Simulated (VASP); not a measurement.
Given:

```
CELL_PARAMETERS angstrom
      0.00000     3.44860     3.44860
      3.44860     0.00000     3.44860
      3.44860     3.44860     0.00000
ATOMIC_POSITIONS crystal
  Hg 0.00000 0.00000 0.00000
  Te 0.25000 0.25000 0.25000
```

Calculation: vdW-DF2, VASP's PBE PAW potentials (set 64) (plane waves; VASP 6.6.1). Run with 520 eV cut-off, Gaussian smearing of 0.050 eV, potentials Hg Te.

Problem. Give the energies of bands 2 to 12 at the high-symmetry points, in eV from the Fermi level.

Solution. 
| band | Γ | X | U | L | W |
|---|---|---|---|---|---|
| 2 | -6.43 | -6.27 | -6.30 | -6.35 | -6.28 |
| 3 | -6.43 | -6.23 | -6.26 | -6.35 | -6.28 |
| 4 | -6.43 | -6.23 | -6.17 | -6.10 | -6.14 |
| 5 | -6.11 | -6.07 | -6.09 | -6.10 | -6.12 |
| 6 | -6.11 | -5.87 | -5.82 | -5.94 | -5.79 |
| 7 | -1.35 | -4.48 | -4.46 | -4.40 | -4.48 |
| 8 | 0.00 | -1.55 | -2.05 | -0.65 | -1.83 |
| 9 | 0.00 | -1.55 | -1.28 | -0.65 | -1.80 |
| 10 | 0.00 | 1.72 | 2.00 | 0.53 | 2.49 |
| 11 | 4.47 | 2.72 | 3.86 | 5.08 | 4.51 |
| 12 | 4.47 | 7.34 | 6.71 | 5.08 | 5.03 |

It has no gap at this level: it comes out as a metal or semimetal.

The compound is HgTe in the zinc blende structure. It was relaxed first, which changed the volume by +22 %.
